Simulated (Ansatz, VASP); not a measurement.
# TiO2: VASP beside Ansatz, part 2 of 2

Wanted: the spread between two codes on one cell, functional and k mesh. Of the first pair: The cell is taken from a series of runs on this material, whose earlier steps may have relaxed, scaled, displaced or heated it; both programs get it as it stands.

VASP 6.6.1 and Ansatz 0.2.0.

So far. Step 6 (VASP: single point, LDA, start cell, pair 2): The run ends at a pressure of 3.82 GPa, with forces up to 3.8 eV/Å.

**7. Comparison**

Forces on 7 of the 96 atoms, those with the largest forces and the largest differences (eV/Å; atoms numbered as in POSCAR):

| atom | Ansatz x, y, z | VASP x, y, z |
| --- | --- | --- |
| Ti6 | -1.520, 1.748, -2.714 | -1.604, 1.843, -2.847 |
| Ti9 | -0.145, -2.117, 2.443 | -0.152, -2.251, 2.496 |
| Ti13 | -0.984, -2.427, 0.130 | -1.042, -2.585, 0.149 |
| Ti30 | 0.062, -2.771, -0.049 | 0.055, -2.792, -0.019 |
| O44 | 1.644, -1.797, 1.381 | 1.746, -1.918, 1.426 |
| O59 | 1.564, 1.600, -1.429 | 1.685, 1.717, -1.490 |
| O96 | -1.943, -0.566, -1.881 | -1.996, -0.541, -1.961 |

The forces differ by 55 meV/Å r.m.s., which is 5.3 % of the r.m.s. force of 1.046 eV/Å (both taken over all components).

**8. Ansatz: relaxation, LDA**

This run makes the geometry at which the two programs are then compared.

The structure compared here is the end of the Ansatz relaxation.

input.yaml reads:

```yaml
crystal:
  lattice:
    - [8.9973826295, 0.0, 0.0]
    - [0.0, 10.8797391558, 0.0]
    - [0.0, 0.0, 9.6821565883]
  atoms:
    - { symbol: Ti, position: [0.25, 0.3370087138, 0.375] }
    - { symbol: Ti, position: [0.0, 0.4129912862, 0.125] }
    - { symbol: Ti, position: [0.25, 0.1629912862, 0.125] }
    - { symbol: Ti, position: [0.0, 0.0870087138, 0.375] }
    - { symbol: O, position: [0.3642096934, 0.308848232, 0.0407120906] }
    - { symbol: O, position: [0.1142096934, 0.441151768, 0.4592879094] }
    - { symbol: O, position: [0.3857903066, 0.441151768, 0.2907120906] }
    - { symbol: O, position: [0.1357903066, 0.308848232, 0.2092879094] }
    - { symbol: O, position: [0.3642096934, 0.191151768, 0.2907120906] }
    - { symbol: O, position: [0.1142096934, 0.058848232, 0.2092879094] }
    - { symbol: O, position: [0.3857903066, 0.058848232, 0.0407120906] }
    - { symbol: O, position: [0.1357903066, 0.191151768, 0.4592879094] }
    - { symbol: Ti, position: [0.25, 0.3370087138, 0.875] }
    - { symbol: Ti, position: [0.0, 0.4129912862, 0.625] }
    - { symbol: Ti, position: [0.25, 0.1629912862, 0.625] }
    - { symbol: Ti, position: [0.0, 0.0870087138, 0.875] }
    - { symbol: O, position: [0.3642096934, 0.308848232, 0.5407120906] }
    - { symbol: O, position: [0.1142096934, 0.441151768, 0.9592879094] }
    - { symbol: O, position: [0.3857903066, 0.441151768, 0.7907120906] }
    - { symbol: O, position: [0.1357903066, 0.308848232, 0.7092879094] }
    - { symbol: O, position: [0.3642096934, 0.191151768, 0.7907120906] }
    - { symbol: O, position: [0.1142096934, 0.058848232, 0.7092879094] }
    - { symbol: O, position: [0.3857903066, 0.058848232, 0.5407120906] }
    - { symbol: O, position: [0.1357903066, 0.191151768, 0.9592879094] }
    - { symbol: Ti, position: [0.25, 0.8370087138, 0.375] }
    - { symbol: Ti, position: [0.0, 0.9129912862, 0.125] }
    - { symbol: Ti, position: [0.25, 0.6629912862, 0.125] }
    - { symbol: Ti, position: [0.0, 0.5870087138, 0.375] }
    - { symbol: O, position: [0.3642096934, 0.808848232, 0.0407120906] }
    - { symbol: O, position: [0.1142096934, 0.941151768, 0.4592879094] }
[... 60 atom lines left out ...]
    - { symbol: O, position: [0.8857903066, 0.941151768, 0.7907120906] }
    - { symbol: O, position: [0.6357903066, 0.808848232, 0.7092879094] }
    - { symbol: O, position: [0.8642096934, 0.691151768, 0.7907120906] }
    - { symbol: O, position: [0.6142096934, 0.558848232, 0.7092879094] }
    - { symbol: O, position: [0.8857903066, 0.558848232, 0.5407120906] }
    - { symbol: O, position: [0.6357903066, 0.691151768, 0.9592879094] }
basis:
  ecutwfc: 420
  xc_grid: 2
hamiltonian:
  xc: lda
kpoints:
  mp_grid: { grid: [1, 1, 1], shift: [0.25, 0.25, 0.25] }
scf:
  occupations: { method: fermi_dirac, width: 0.01 }
  max_iter: 80
output:
  forces: true
relax:
  f_tol: 0.01
  max_steps: 120
  random_displacement: { amplitude: 0.08, seed: 6707 }
```

Run with:

```console
> ansatz run input.yaml --threads 8 --pin off --max-ram 15073MiB --backend cpu --events-out ev --progress --plain --runs-dir out
```

Numbers of over 12 decimals in the logs are rounded to 6 here.

The program printed:

```text
[...]
Crystal: 96 atoms, lattice volume = 947.778 Å³
Basis set: ecut = 420 eV, 18515 PW (Γ), exchange–correlation on 128×150×144 points (8 copies of the dense FFT grid, shifted against one another)
Bands: 480, of which v1, the nominal top of the filled ones, is band 384 counted from 1 (383 counted from 0)
Symmetry: 1 space group operations
k-points: 1
[...]
SCF iter   1: F=—  HF=-114083.158637 eV  |F-HF|=—  |Δ(HF+E_count)|=         —  Δρ=2.30e-2  dr2=4.51e0  ethr=1.77e-3  ⟨swp⟩=4.0  Hψ=1706  notcnv=0  defer=42
[...]
- { symbol: Ti, position: [0.249853, 0.162363, 0.625018] }
    - { symbol: Ti, position: [-0.000109036, 0.086388, 0.875011] }
[...]
- { symbol: Ti, position: [0.749918, 0.836467, 0.874966] }
    - { symbol: Ti, position: [0.499875, 0.912404, 0.624959] }
    - { symbol: Ti, position: [0.749841, 0.662366, 0.625032] }
    - { symbol: Ti, position: [0.499889, 0.586385, 0.875026] }
[...]
- { symbol: O, position: [0.864088, 0.690629, 0.790740] }
    - { symbol: O, position: [0.614099, 0.558278, 0.709319] }
    - { symbol: O, position: [0.885763, 0.558346, 0.540775] }
    - { symbol: O, position: [0.635576, 0.690596, 0.959341] }
```

**9. VASP: single point, LDA, relaxed cell, pair 3**

The same cell, functional (in two slightly different forms), mesh and smearing now go to VASP, with its own data sets.

INCAR reads:

```
SYSTEM = TiO2
PREC = Accurate
ENCUT = 520
EDIFF = 1E-06
NELM = 120
ISMEAR = -1
SIGMA = 0.01
LREAL = Auto
ALGO = Normal
GGA = PW92
NBANDS = 456
LASPH = .TRUE.
LORBIT = 11
LWAVE = .FALSE.
LCHARG = .FALSE.
ISIF = 2
ISYM = 0
GGA_COMPAT = .FALSE.
EFERMI = MIDGAP
NCORE = 2
```

POSCAR reads:

```
TiO2
1.0
    8.9973826295      0.0000000000      0.0000000000
    0.0000000000     10.8797391558      0.0000000000
    0.0000000000      0.0000000000      9.6821565883
Ti O
32 64
Direct
    0.2498880136      0.3364829288      0.3749810601
    0.9998500961      0.4124501728      0.1249985089
    0.2498471122      0.1623664130      0.1250313684
    0.9998865681      0.0864135492      0.3750133381
    0.2498954180      0.3364813013      0.8749777979
    0.9998559033      0.4124403355      0.6250018361
    0.2498528292      0.1623634289      0.6250175877
    0.9998909637      0.0863876971      0.8750109304
    0.2499047086      0.8364958313      0.3749664862
    0.9998573960      0.9124350127      0.1249747088
    0.2498314745      0.6623741287      0.1250041127
    0.9999061149      0.5863856065      0.3750313853
    0.2499067185      0.8364720309      0.8749627259
    0.9998463255      0.9124470303      0.6249775218
    0.2498426716      0.6623598082      0.6250382653
    0.9998720908      0.5864112464      0.8750268014
    0.7499049296      0.3364625913      0.3750078956
    0.4998732313      0.4124271185      0.1249987158
    0.7498373291      0.1623771709      0.1250186305
    0.4998661095      0.0863969294      0.3750073925
    0.7498919351      0.3364638239      0.8749716804
    0.4998611016      0.4124471350      0.6249735894
    0.7498444326      0.1623688919      0.6250388572
    0.4998852343      0.0863965314      0.8750088173
    0.7498998220      0.8364484050      0.3749475509
    0.4998613055      0.9124676658      0.1249658045
    0.7498438796      0.6623735501      0.1250400877
    0.4998676016      0.5864277995      0.3750153030
    0.7499184410      0.8364669969      0.8749664703
    0.4998745103      0.9124042955      0.6249593747
[... 60 atom lines left out ...]
    0.8856377286      0.9405741940      0.7906837037
    0.6356683603      0.8082159070      0.7092536307
    0.8640883664      0.6906293402      0.7907404808
    0.6140992038      0.5582780252      0.7093187762
    0.8857631567      0.5583458066      0.5407752969
    0.6355761365      0.6905958673      0.9593413508
```

KPOINTS reads:

```
Points of the shifted mesh
1
Reciprocal
 0.2500000000  0.2500000000  0.2500000000 1
```

PAW data sets: Ti_sv and O (LDA family, release 64).

Run with:

```console
> mpirun -np 8 vasp_std
```

The program printed:

```text
[... set-up lines as in an earlier step ...]
 entering main loop
       N       E                     dE             d eps       ncg     rms          rms(c)
DAV:   1     0.133915434483E+05    0.13392E+05   -0.36656E+05   912   0.203E+03
DAV:   2     0.205493650353E+04   -0.11337E+05   -0.10834E+05   912   0.656E+02
DAV:   3    -0.878606693967E+03   -0.29335E+04   -0.28154E+04  1088   0.284E+02
DAV:   4    -0.118441296166E+04   -0.30581E+03   -0.30453E+03  1264   0.982E+01
[...]
DAV:  17    -0.941599642811E+03    0.57149E-05   -0.70560E-05  1336   0.218E-02    0.143E-02
DAV:  18    -0.941599642355E+03    0.45625E-06   -0.14565E-05  1224   0.954E-03    0.922E-03
DAV:  19    -0.941599641897E+03    0.45725E-06   -0.23019E-06   664   0.522E-03
   1 F= -.94159964E+03 E0= -.94159964E+03  d E =0.000000E+00
```

Parts of OUTCAR (step 9):

```text
  FREE ENERGIE OF THE ION-ELECTRON SYSTEM (eV)
  ---------------------------------------------------
  free  energy   TOTEN  =      -941.5996418974 eV

  energy  without entropy=     -941.5996418974  energy(sigma->0) =     -941.59964190
```

The run ends at a pressure of 1.12 GPa, with forces up to 0.084 eV/Å.

**10. Side by side**

The two programs side by side:

| quantity | Ansatz | VASP | difference |
| --- | --- | --- | --- |
| gap on the k mesh (eV) | 2.924 | 2.898 | +0.026 |

Forces on 7 of the 96 atoms, those with the largest forces and the largest differences (eV/Å; atoms numbered as in POSCAR):

| atom | Ansatz x, y, z | VASP x, y, z |
| --- | --- | --- |
| Ti4 | 0.002, -0.003, -0.005 | 0.001, -0.082, -0.004 |
| Ti8 | 0.006, 0.002, -0.002 | 0.008, -0.080, -0.003 |
| Ti12 | 0.003, 0.001, -0.005 | 0.004, -0.081, -0.006 |
| Ti16 | 0.004, -0.005, -0.004 | 0.004, -0.084, -0.004 |
| Ti20 | 0.008, 0.000, -0.002 | 0.009, -0.080, -0.003 |
| Ti24 | 0.003, -0.003, -0.006 | 0.003, -0.082, -0.006 |
| Ti32 | 0.005, 0.000, -0.004 | 0.006, -0.081, -0.004 |

The forces differ by 33 meV/Å r.m.s., where the r.m.s. force is 0.004 eV/Å in Ansatz and 0.033 eV/Å in VASP: the atoms lie near their places of rest in Ansatz, so a percentage would say little (all taken over all components). A gap on the mesh is an upper bound, since the band edges may lie between its points.

**11. What came out**

- r.m.s. force difference (single point, LDA, pair 1): 32 meV/Å
- r.m.s. force difference (single point, LDA, start cell, pair 2): 5.3 % of the r.m.s. force
- r.m.s. force difference (single point, LDA, relaxed cell, pair 3): 33 meV/Å

What this shows: The r.m.s. force difference is 33 meV/Å (single point, LDA, relaxed cell, pair 3), beyond the 12 meV/Å picked in this series as the mark of a large difference. What causes the difference of the single point, LDA, pair 1 pair stays open here. What causes the difference of the single point, LDA, start cell, pair 2 pair stays open here. What causes the difference of the single point, LDA, relaxed cell, pair 3 pair stays open here. How closely two codes agree says nothing of how well the functional describes the real material.

[Lines on the potential files, build, host, timing and source positions are cut from VASP's logs without a mark.]

[Logs are printed without paths, hosts, clocks, repeated set-up lines and the standing remarks that a program may print on its own settings, such as how far it seeks lower states.]

[Hosts, paths, dates, database ids (printed as entryN), source tags and the programs' standing remarks are cut or masked in the printed files.]
